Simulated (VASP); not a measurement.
A VASP calculation is set up with these files.

INCAR:
```
! general
SYSTEM  =ZnS
PREC    =Accurate
ENCUT   =300
LREAL   =Auto   ! projection in real space or not
LASPH   =.True.

! electronic loop
EDIFF   =1E-6
NELM    =100   ! most electronic steps
ALGO    =Normal
LMAXMIX =4

! smearing
ISMEAR  =0
SIGMA   =0.01

! DFT+U
LDAU    =.True.
LDAUTYPE=2   ! Dudarev
LDAUL   =2 -1
LDAUU   =6.0 0
LDAUJ   =0 0

! ions
ISIF    =2

! output
LWAVE   =.False.
LCHARG  =.False.
```

### KPOINTS
```
K-points
0
G
7 7 1
0.5 0.5 0.5
```

### POSCAR
```
ZnS
3.8455550
  1.0000000000   0.0000000000   0.0000000000
 -0.4999998700   0.8660253201   0.0000000000
  0.0000000000   0.0000000000  11.4500213883
Zn S
14 14
Cart
  0.5000005433   0.2886748180   0.8186765293
 -0.0000004133   0.5773505021   6.5436872234
  0.0000000000   0.0000000000   7.3612187506
  0.0000000000   0.0000000000   1.6362080564
 -0.0000004133   0.5773505021   8.9962818048
  0.5000005433   0.2886748180   3.2712711106
  0.0000000000   0.0000000000   4.0899476399
  0.0000000000   0.0000000000   9.8149583341
  0.5000005433   0.2886748180  10.6324898612
 -0.0000004133   0.5773505021   4.9074791670
 -0.0000004133   0.5773505021   2.4537395835
  0.5000005433   0.2886748180   8.1787502777
 -0.0000004133   0.5773505021   0.0000000000
  0.5000005433   0.2886748180   5.7250106942
 -0.0000004133   0.5773505021   5.5189103092
  0.5000005433   0.2886748180  11.2439210033
 -0.0000004133   0.5773505021   0.6137211464
  0.5000005433   0.2886748180   6.3387318406
  0.5000005433   0.2886748180   3.8849922571
 -0.0000004133   0.5773505021   9.6100029512
  0.0000000000   0.0000000000   4.7025237842
  0.0000000000   0.0000000000  10.4275344784
  0.5000005433   0.2886748180   8.7913264220
 -0.0000004133   0.5773505021   3.0663157278
  0.0000000000   0.0000000000   2.2487842007
  0.0000000000   0.0000000000   7.9737948948
  0.5000005433   0.2886748180   1.4312526735
 -0.0000004133   0.5773505021   7.1562633677
```

POTCAR, in this order: Zn S (LDA.64 set). Program: vasp_std.

**Question.** Translate this LDA+U calculation to Ansatz.

**Answer.** One equivalent input (not run):
Ansatz 0.2 input:
```yaml
crystal:
  lattice:
    - [3.8455550, 0.0000000, 0.0000000]
    - [-1.9227770, 3.3303480, 0.0000000]
    - [0.0000000, 0.0000000, 44.0316870]
  atoms:
    - { symbol: Zn, position: [0.6666670, 0.3333330, 0.0715000] }
    - { symbol: Zn, position: [0.3333330, 0.6666670, 0.5715000] }
    - { symbol: Zn, position: [0.0000000, 0.0000000, 0.6429000] }
    - { symbol: Zn, position: [0.0000000, 0.0000000, 0.1429000] }
    - { symbol: Zn, position: [0.3333330, 0.6666670, 0.7857000] }
    - { symbol: Zn, position: [0.6666670, 0.3333330, 0.2857000] }
    - { symbol: Zn, position: [0.0000000, 0.0000000, 0.3572000] }
    - { symbol: Zn, position: [0.0000000, 0.0000000, 0.8572000] }
    - { symbol: Zn, position: [0.6666670, 0.3333330, 0.9286000] }
    - { symbol: Zn, position: [0.3333330, 0.6666670, 0.4286000] }
    - { symbol: Zn, position: [0.3333330, 0.6666670, 0.2143000] }
    - { symbol: Zn, position: [0.6666670, 0.3333330, 0.7143000] }
    - { symbol: Zn, position: [0.3333330, 0.6666670, 0.0000000] }
    - { symbol: Zn, position: [0.6666670, 0.3333330, 0.5000000] }
    - { symbol: S, position: [0.3333330, 0.6666670, 0.4820000] }
    - { symbol: S, position: [0.6666670, 0.3333330, 0.9820000] }
    - { symbol: S, position: [0.3333330, 0.6666670, 0.0536000] }
    - { symbol: S, position: [0.6666670, 0.3333330, 0.5536000] }
    - { symbol: S, position: [0.6666670, 0.3333330, 0.3393000] }
    - { symbol: S, position: [0.3333330, 0.6666670, 0.8393000] }
    - { symbol: S, position: [0.0000000, 0.0000000, 0.4107000] }
    - { symbol: S, position: [0.0000000, 0.0000000, 0.9107000] }
    - { symbol: S, position: [0.6666670, 0.3333330, 0.7678000] }
    - { symbol: S, position: [0.3333330, 0.6666670, 0.2678000] }
    - { symbol: S, position: [0.0000000, 0.0000000, 0.1964000] }
    - { symbol: S, position: [0.0000000, 0.0000000, 0.6964000] }
    - { symbol: S, position: [0.6666670, 0.3333330, 0.1250000] }
    - { symbol: S, position: [0.3333330, 0.6666670, 0.6250000] }
kpoints:
  mp_grid: { grid: [7, 7, 1], shift: [0.5, 0.5, 0.5] }
hamiltonian:
  xc: lda
  pseudopotentials: { kind: paw }
  hubbard:
    sites:
      - { species: Zn, l: d, u_eff: 6 }
scf:
  occupations: { method: gaussian, width: 0.01 }
  max_iter: 100
output: { forces: true, stress: true, eigenvalues: true }
```
What does not carry over: each code has its own PAW files, so the cut-off isn't converted (ENCUT is set for VASP's; basis.ecutwfc is left out, and Ansatz then takes the one that its files recommend); Ansatz stops its SCF on the density residual and VASP on the energy change (EDIFF); the +U projectors differ, so the same U acts differently; Ansatz's lda is the Perdew-Wang form, while the LDA potentials of VASP carry Perdew-Zunger's.

The structure comes from a computed database's ZnS entry; how it stands against other phases isn't given here. The cell was not relaxed at this level. The run is one of a series of settings (LDAU = .TRUE., LDAUJ = 0 0, LDAUL = 2 -1, LDAUTYPE = 2, LDAUU = 6.0 0 against the base run), some of them coarse on purpose.
